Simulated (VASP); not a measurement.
# MgO: input slips in a relaxation and what they do, part 2 of 2

Some relaxations of MgO get a fault in the input on purpose. Which of them show, and how? The starting structure is a measured crystal structure from the Crystallography Open Database. The first relaxation on each setting starts from this cell expanded by 3 % in volume.

VASP 6.6.1.

Results so far: reference 9.32 Å³ an atom; low precision and a small cutoff 8.52 Å³ an atom.

## Step 5: Relaxation with a loose energy criterion for the relaxation

Level of this step: PBEsol; plane waves and PAW (Mg, O) (VASP).

A slip made on purpose: a loose energy criterion for the relaxation. Against step 2 the input has EDIFFG = 0.1 (also changed: NELM).

The input, INCAR:

```
SYSTEM = MgO
PREC = Accurate
ENCUT = 520
EDIFF = 1E-06
NELM = 60
ISMEAR = 0
SIGMA = 0.03
LREAL = .FALSE.
ALGO = Normal
GGA = PS
NBANDS = 10
LORBIT = 11
LWAVE = .FALSE.
LCHARG = .FALSE.
KPAR = 4
IBRION = 2
NSW = 50
ISIF = 3
EDIFFG = 0.1
```

The input, POSCAR:

```
MgO
1.0
    0.0000000000      2.1260499695      2.1260499695
    2.1260499695      0.0000000000      2.1260499695
    2.1260499695      2.1260499695      0.0000000000
Mg O
1 1
Direct
    0.0000000000      0.0000000000      0.0000000000
    0.5000000000      0.5000000000      0.5000000000
```

The input, KPOINTS:

```
Automatic mesh
0
Gamma
8 8 8
0 0 0
```

PAW data sets: Mg and O (PBE family, release 64).

Command:

```sh
$ mpirun -np 4 vasp_std
```

What it wrote:

```text
[... set-up lines as in an earlier step ...]
 entering main loop
       N       E                     dE             d eps       ncg     rms          rms(c)
[... 11 cycles as in an earlier step ...]
   1 F= -.12504929E+02 E0= -.12504929E+02  d E =-.125049E+02
[...]
N       E                     dE             d eps       ncg     rms          rms(c)
[... 6 cycles as in an earlier step ...]
   2 F= -.12512335E+02 E0= -.12512335E+02  d E =-.740587E-02
 trial-energy change:   -0.007406  1 .order   -0.007180   -0.021620    0.007259
 step:   0.7572(harm=  0.7486)  dis= 0.00000  next Energy=   -12.513213 (dE=-0.828E-02)
[...]
N       E                     dE             d eps       ncg     rms          rms(c)
[... 6 cycles as in an earlier step ...]
   3 F= -.12513224E+02 E0= -.12513224E+02  d E =-.829493E-02
[...]
reached required accuracy - stopping structural energy minimisation
```

Elapsed: 4 s, on 4 MPI ranks of Intel Xeon 6975P-C (Granite Rapids), shared host; peak memory 0.54 GiB.

OUTCAR, selected parts (step 5):

```text
[... 7 parts as in an earlier step ...]

[... 1 further part left out ...]
[key lines of the parts left out:]
E-fermi :   3.2606
```

With a loose energy criterion for the relaxation the cell ends at 9.325 Å³ an atom, +0.00 % from the reference.

## Step 6: Relaxation with a cutoff far too low

A slip made on purpose: a cutoff far too low. Against step 2 the input has PREC = Normal and ENCUT = 220 (also changed: NELM).

Edit INCAR of step 5 so:

```diff
@@ -1,4 +1,4 @@
 SYSTEM = MgO
-PREC = Accurate
-ENCUT = 520
+PREC = Normal
+ENCUT = 220
 EDIFF = 1E-06
@@ -18,2 +18,2 @@
 ISIF = 3
-EDIFFG = 0.1
+EDIFFG = -0.006
```

POSCAR is that of step 5.

KPOINTS is that of step 5.

Command:

```sh
$ mpirun -np 4 vasp_std
```

What it wrote:

```text
[... set-up lines as in an earlier step ...]
 entering main loop
       N       E                     dE             d eps       ncg     rms          rms(c)
DAV:   1    -0.382052919018E+01   -0.38205E+01   -0.30238E+03   730   0.346E+02
DAV:   2    -0.133825571409E+02   -0.95620E+01   -0.94601E+01   672   0.761E+01
DAV:   3    -0.134970554379E+02   -0.11450E+00   -0.11446E+00   654   0.664E+00
DAV:   4    -0.134971686661E+02   -0.11323E-03   -0.11323E-03   640   0.248E-01
[...]
DAV:   9    -0.128660912215E+02   -0.38352E-04   -0.48458E-04   658   0.128E-01    0.368E-02
DAV:  10    -0.128660731061E+02    0.18115E-04   -0.11790E-04   628   0.616E-02    0.189E-03
DAV:  11    -0.128660735955E+02   -0.48938E-06   -0.13294E-06   488   0.903E-03
   1 F= -.12866074E+02 E0= -.12866074E+02  d E =-.128661E+02
[... from here on, the cycles between the ionic steps are left out ...]
   2 F= 0.33115532E+02 E0= 0.33115532E+02  d E =0.459816E+02
   3 F= -.14976875E+02 E0= -.14976875E+02  d E =-.211080E+01
   4 F= -.15253299E+02 E0= -.15253299E+02  d E =-.238723E+01
   5 F= -.15374799E+02 E0= -.15374799E+02  d E =-.250873E+01
   6 F= -.15374119E+02 E0= -.15374119E+02  d E =-.250805E+01
   7 F= -.15374200E+02 E0= -.15374200E+02  d E =-.811569E-04
   8 F= -.15374416E+02 E0= -.15374416E+02  d E =-.296673E-03
   9 F= -.15374418E+02 E0= -.15374418E+02  d E =-.254150E-05
  10 F= -.15374425E+02 E0= -.15374425E+02  d E =-.971423E-05
  11 F= -.15374440E+02 E0= -.15374440E+02  d E =-.238278E-04
  12 F= -.15374467E+02 E0= -.15374467E+02  d E =-.513426E-04
  13 F= -.15374519E+02 E0= -.15374519E+02  d E =-.103630E-03
  14 F= -.15374613E+02 E0= -.15374613E+02  d E =-.196765E-03
  15 F= -.15374753E+02 E0= -.15374753E+02  d E =-.337598E-03
  16 F= -.15374853E+02 E0= -.15374853E+02  d E =-.436904E-03
  17 F= -.15374854E+02 E0= -.15374854E+02  d E =-.437907E-03
[...]
reached required accuracy - stopping structural energy minimisation
```

Run time: 2.6 s. Hardware: 4 MPI ranks; peak memory 0.41 GiB.

From OUTCAR (step 6):

```text
  Total        0.0003110      0.0003110      0.0003110     -0.0000000      0.0000000      0.0000000
  in kB        0.0355016      0.0355016      0.0355016     -0.0000000      0.0000000      0.0000000
  external PRESSURE =       0.0355016 kB  Pullay stress =       0.0000000 kB

 POSITION                                       TOTAL-FORCE (eV/Angst)
 -----------------------------------------------------------------------------------
      0.00000      0.00000      0.00000         0.000000      0.000000     -0.000000
      1.91450      1.91450      1.91450        -0.000000     -0.000000      0.000000
 -----------------------------------------------------------------------------------
    total drift:                                0.000000      0.000000      0.000000

  FREE ENERGIE OF THE ION-ELECTRON SYSTEM (eV)
  ---------------------------------------------------
  free  energy   TOTEN  =       -15.3748536741 eV

  energy  without entropy=      -15.3748536741  energy(sigma->0) =      -15.37485367

[... 2 parts as in an earlier step ...]

[... 2 further parts left out ...]
[key lines of the parts left out:]
E-fermi :   5.7531
```

Logs of long relaxations may skip ionic steps without a mark.

With a cutoff far too low the cell ends at 7.017 Å³ an atom, -24.75 % from the reference.

## Step 7: All runs side by side

```csv
run,ended,volume (Å³/atom),change (%),bulk modulus (GPa),pressure left (GPa),core minutes
reference,converged,9.325,-,161.2,0.01,0.24
low precision and a small cutoff,converged,8.516,-8.68,-,-0.11,0.0933
too few ionic steps,not converged,-,-,-,-,0.16
a loose energy criterion for the relaxation,converged,9.325,0.0,-,0.01,0.267
a cutoff far too low,converged,7.017,-24.75,-,0.0,0.173
```

Core minutes are wall time times ranks, summed over the relaxations behind a row (those for a bulk modulus apart), on shared hosts.

## Step 8: Outcome

```yaml
volume_of_the_reference: 9.325 Å³/atom
volume_against_the_reference_low_precision_and_a_small_cutoff: -8.68 %
volume_against_the_reference_a_loose_energy_criterion_for_the_relaxation: +0.00 %
volume_against_the_reference_a_cutoff_far_too_low: -24.75 %
run_with_too_few_ionic_steps: not converged
```

The run with too few ionic steps didn't converge. Finished, but with signs in the output that stand out against the reference: low precision and a small cutoff, with the volume changed by -8.7 % (signs: a warning on the charge density, a stress of up to 0.1 GPa, -31.2 GPa at the first ionic step (reference: -4.6 GPa) and an energy that rises by up to 0.1 eV an atom on the way); a cutoff far too low, with the volume changed by -24.7 % (signs: -129.5 GPa at the first ionic step (reference: -4.6 GPa) and an energy that rises by up to 23.0 eV an atom on the way). Little came of a loose energy criterion for the relaxation in this material. Further runs on this material are not shown.

[Lines on the potential files, build, host, timing and source positions are cut from VASP's logs without a mark.]

[Logs are printed without paths, hosts, clocks, repeated set-up lines and the standing remarks that a program may print on its own settings, such as how far it seeks lower states.]

[Hosts, paths, dates, database ids (printed as entryN), source tags and the programs' standing remarks are cut or masked in the printed files.]
